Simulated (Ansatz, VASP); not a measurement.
# One calculation of Mg2CdSe3, two programs

```
Mg Cd Se
1.0
     4.11455    0.00000    0.00000
    -2.05727    3.56330    0.00000
     0.00000    0.00000   10.03187
Mg Cd Se
2 1 3
Direct
  0.66667 0.33333 0.33522
  0.33333 0.66667 0.66004
  0.00000 0.00000 0.00369
  0.00000 0.00000 0.25995
  0.66667 0.33333 0.58355
  0.33333 0.66667 0.90756
```

Alike in both runs: functional PBE; k mesh 6 × 6 × 4; occupations gaussian, width 0.02 eV; no spin polarisation.

Ansatz relaxed the structure, and its values are those at the end. VASP's run is a single point on that final structure, the one shown.

|  | VASP | Ansatz |
| --- | --- | --- |
| version | VASP 6.6.1 | Ansatz 0.2.0 |
| potentials or method | VASP PAW PBE potentials, release 64 (Mg, Cd, Se) | scalar-relativistic, plane waves, PAW |
| plane-wave cutoff (eV) | 520 | 420 |
| valence electrons in the cell | 34 | 88 |

VASP gave:

```
gap on the k mesh at the Fermi level (eV) : 1.83
least direct gap on the mesh (eV)         : 1.83
pressure (GPa)                            : 7.6
rms of the force components (eV/Å)        : 0.015
```

Problem. Estimate Ansatz's values.

Solution. gap on the k mesh at the Fermi level (eV): 1.83; least direct gap on the mesh (eV): 1.83; pressure (GPa): 7.5; rms of the force components (eV/Å): 0.002.

The two sets of potentials don't hold the same shells in valence.

A k mesh can miss the band edges.
